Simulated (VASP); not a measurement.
Computed with LDA (Ceperley-Alder, Perdew-Zunger), VASP's LDA PAW potentials (set 64) (plane waves; VASP).

A VASP calculation is set up with these files.

**POSCAR**
```
C
1.0
  0.0000000000   1.7331474745   1.7331474745
  1.7331474745   0.0000000000   1.7331474745
  1.7331474745   1.7331474745   0.0000000000
C
2
Cart
  0.0000000000   0.0000000000   0.0000000000
  0.8665737372   0.8665737372   0.8665737372
```

KPOINTS:
```
Automatic mesh
0
Gamma
13 13 13
0 0 0
```

### INCAR
```
! general
SYSTEM   =  C
PREC     =  Accurate
ENCUT    =  620   ! plane-wave cut-off (eV)
LREAL    =  .FALSE.   ! projection in real space or not
LASPH    =  .TRUE.

! electronic loop
EDIFF    =  1E-6   ! SCF stop (eV)
NELM     =  100   ! most electronic steps
ALGO     =  Normal   ! blocked Davidson

! smearing
ISMEAR   =  0   ! Gaussian
SIGMA    =  0.05

! ions
IBRION   =  2   ! conjugate gradients
NSW      =  40   ! most ionic steps
ISIF     =  3   ! ions, shape and volume
EDIFFG   =  -0.02   ! ionic stop
PSTRESS  =  450

! output
LWAVE    =  .FALSE.
LCHARG   =  .FALSE.
```

POTCAR, in this order: C (LDA.64 set). Program: vasp_std.

Energy and stress use the plane-wave basis of the starting cell.

Question: Estimate the energy per atom (σ→0), volume per atom.

Answer: 
```
Item                            Result
---------------------  ---------------
energy per atom (σ→0)  -10.068 eV/atom
volume per atom           5.08 Å³/atom
```

### OSZICAR
```
...
       N       E                     dE             d eps       ncg     rms          rms(c)
DAV:   1    -0.201460922800E+02   -0.18422E+00   -0.64251E-01  1424   0.839E+00    0.746E-01
DAV:   2    -0.201387155729E+02    0.73767E-02   -0.64955E-03  1392   0.806E-01    0.394E-01
DAV:   3    -0.201358682108E+02    0.28474E-02   -0.61740E-03  1416   0.623E-01    0.517E-02
DAV:   4    -0.201358540695E+02    0.14141E-04   -0.15866E-05  1352   0.556E-02    0.385E-02
DAV:   5    -0.201358393159E+02    0.14754E-04   -0.25552E-06  1576   0.226E-02    0.309E-03
DAV:   6    -0.201358393287E+02   -0.12756E-07   -0.23810E-08   712   0.199E-03
   3 F= -.17283249E+02 E0= -.17283249E+02  d E =-.124178E-01
```

The compound is C in the diamond structure. This run relaxes it under an external pressure of 45 GPa. Symmetry was kept, so distortions that lower it aren't found.
